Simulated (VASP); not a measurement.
Consider the following.

```xyz
2
Lattice="0.0000 3.3160 3.3160 3.3160 0.0000 3.3160 3.3160 3.3160 0.0000" Properties=species:S:1:pos:R:3 pbc="T T T"
Cd     0.0000     0.0000     0.0000
Te     1.6580     1.6580     1.6580
```

Level of theory: rev-vdW-DF2, VASP's PBE PAW potentials (set 64) (plane waves; VASP). Settings: 520 eV cut-off, 7×7×7 Γ-centred mesh, Gaussian smearing of 0.050 eV, potentials Cd Te.

Unless said otherwise, spin-orbit coupling is left out, though it shifts the bands of the heavy elements here.

Estimate the energy per atom (σ→0), pressure, band gap (on the k-mesh) with the smallest direct gap where there is one.

band gap (on the k-mesh): 0.42 eV
smallest direct gap (on the k-mesh): 0.42 eV
energy per atom (σ→0): -0.082 eV/atom
pressure: -1.05 GPa

Only differences to runs with the same potentials and settings are physical.

The compound is CdTe in the zinc blende structure. This cell is one point of a volume scan, at 1.03 of the reference volume.
